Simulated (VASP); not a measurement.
Output of a VASP run:

**OSZICAR**
```
       N       E                     dE             d eps       ncg     rms          rms(c)
DAV:   1     0.265245657374E+03    0.26525E+03   -0.22603E+04   522   0.125E+03
DAV:   2    -0.641468865231E+02   -0.32939E+03   -0.32302E+03   671   0.315E+02
DAV:   3    -0.803262545998E+02   -0.16179E+02   -0.16142E+02   612   0.803E+01
DAV:   4    -0.805163725982E+02   -0.19012E+00   -0.18993E+00   620   0.936E+00
DAV:   5    -0.805198039828E+02   -0.34314E-02   -0.34303E-02   607   0.123E+00    0.267E+01
DAV:   6    -0.709065809466E+02    0.96132E+01   -0.40338E+01   582   0.355E+01    0.125E+01
DAV:   7    -0.708743353475E+02    0.32246E-01   -0.11562E+00   650   0.563E+00    0.471E+00
DAV:   8    -0.708702854638E+02    0.40499E-02   -0.68997E-02   602   0.200E+00    0.156E+00
DAV:   9    -0.708802807009E+02   -0.99952E-02   -0.24324E-02   592   0.115E+00    0.329E-01
DAV:  10    -0.708818414529E+02   -0.15608E-02   -0.25439E-03   597   0.311E-01    0.811E-02
DAV:  11    -0.708818612325E+02   -0.19780E-04   -0.54957E-04   612   0.146E-01    0.169E-02
DAV:  12    -0.708818703150E+02   -0.90825E-05   -0.19320E-05   597   0.284E-02    0.711E-03
DAV:  13    -0.708818737435E+02   -0.34284E-05   -0.46144E-06   530   0.133E-02    0.433E-03
DAV:  14    -0.708818740574E+02   -0.31397E-06   -0.78389E-07   391   0.565E-03
   1 F= -.70881874E+02 E0= -.70881874E+02  d E =-.229917E-36
```

### OUTCAR
```
------------------------ aborting loop because EDIFF is reached ----------------------------------------
  FORCE on cell =-STRESS in cart. coord.  units (eV):
  Direction    XX          YY          ZZ          XY          YZ          ZX
  --------------------------------------------------------------------------------------
  Total        6.9575773      6.9575804      6.9742506      0.0000000      0.0000000      0.0000000
  in kB      102.4684987    102.4685444    102.7140576      0.0000000      0.0000000      0.0000000
  external PRESSURE =     102.5503669 kB  Pullay stress =       0.0000000 kB
  volume of cell :      108.79
      direct lattice vectors                 reciprocal lattice vectors
     4.844194000  0.000000000  0.000000000     0.206432690  0.119183943  0.000000000
    -2.422097000  4.195196000  0.000000000     0.000000000  0.238367886  0.000000000
     0.000000000  0.000000000  5.353089000     0.000000000  0.000000000  0.186808028
 POSITION                                       TOTAL-FORCE (eV/Angst)
 -----------------------------------------------------------------------------------
      1.28635      2.22803      0.00000         0.009467      0.016398     -0.000000
      2.27149      0.00000      1.78436        -0.018934      0.000000     -0.000000
     -1.13575      1.96717      3.56873         0.009467     -0.016398     -0.000000
      0.30288      1.73425      4.20159         0.369494     -0.598904     -0.394490
      0.76875      3.59037      0.63286         0.333919      0.619443     -0.394490
     -1.07163      3.06577      2.41722        -0.703413     -0.020539     -0.394490
      1.35046      1.12943      1.15150        -0.703413      0.020539      0.394490
      2.72498      2.46094      4.72023         0.369494      0.598904      0.394490
      3.19085      0.60482      2.93586         0.333919     -0.619443      0.394490
 -----------------------------------------------------------------------------------
    total drift:                                0.002759     -0.001300      0.000000
  FREE ENERGIE OF THE ION-ELECTRON SYSTEM (eV)
  ---------------------------------------------------
  free  energy   TOTEN  =       -70.8818740574 eV

  energy  without entropy=      -70.8818740574  energy(sigma->0) =      -70.88187406
```
(Selected blocks of OUTCAR.)

**POSCAR**
```
SiO2
1
    4.8441940000     0.0000000000     0.0000000000
   -2.4220970000     4.1951960000     0.0000000000
    0.0000000000     0.0000000000     5.3530890000
Si O
3 6
Direct
  0.5310900000   0.5310900000   0.0000000000
  0.4689100000   0.0000000000   0.3333330000
  0.0000000000   0.4689100000   0.6666670000
  0.2692200000   0.4133900000   0.7848900000
  0.5866100000   0.8558300000   0.1182230000
  0.1441700000   0.7307800000   0.4515570000
  0.4133900000   0.2692200000   0.2151100000
  0.8558300000   0.5866100000   0.8817770000
  0.7307800000   0.1441700000   0.5484430000
```

Task: Reconstruct the remaining input files.

Result: This is not unique; one that fits is the input of the run itself, PBE GGA, plane waves, VASP's PBE PAW potentials (set 64).

INCAR:
```
SYSTEM = SiO2
PREC = Accurate
ENCUT = 400
EDIFF = 1E-6
NELM = 100
ALGO = Normal
LREAL = .FALSE.
LASPH = .TRUE.
ISMEAR = 0
SIGMA = 0.01
GGA = PE
LWAVE = .FALSE.
LCHARG = .FALSE.
ISIF = 2
```

File KPOINTS:
```
Automatic mesh
0
Gamma
4 4 3
0 0 0
```

POTCAR, in this order: Si O (PBE.64 set). Program: vasp_std.

At this cut-off the stress carries a Pulay error, which pulls relaxed volumes low.

The structure comes from a computed database's SiO2 entry; how it stands against other phases isn't given here. The cell was not relaxed at this level.
